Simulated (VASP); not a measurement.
WSi2 (MoSi2 type): the bulk modulus from VASP (plane waves, PAW) at several levels of theory. Static lattice, third-order Birch-Murnaghan fit over five volumes.

| level | bulk modulus (GPa) |
|---|---|
| LDA | 238 |
| PBE | 217 |
| PBEsol | 232 |

The cell of the LDA run:

WSi₂ has the tetragonal space group I4/mmm (No. 139), Pearson symbol tI6. Lattice parameters: a = b = 3.1891 Å, c = 7.7811 Å, α = β = γ = 90.00°. Si on 4e is coordinated by 5 Si at 2.574–2.611 Å and 5 W at 2.596–2.604 Å. W on 2a sees 10 Si at 2.596–2.604 Å and 4 W at 3.189 Å. (Neighbours: up to the widest gap in distance over summed covalent radii, below 1.35, at either atom; cation-cation and far metal-metal contacts left out.)
(The calculation used a cell of 3 atoms; values per cell refer to that cell.)

Only levels that ran to the end are used. Left out are those held back, those with too coarse a band path, GW runs whose mesh misses a band edge, hybrids' fits of cells that aren't cubic and levels without matching references; a question may draw on a part of the rest.

The compound is WSi2 in the MoSi2 type structure.
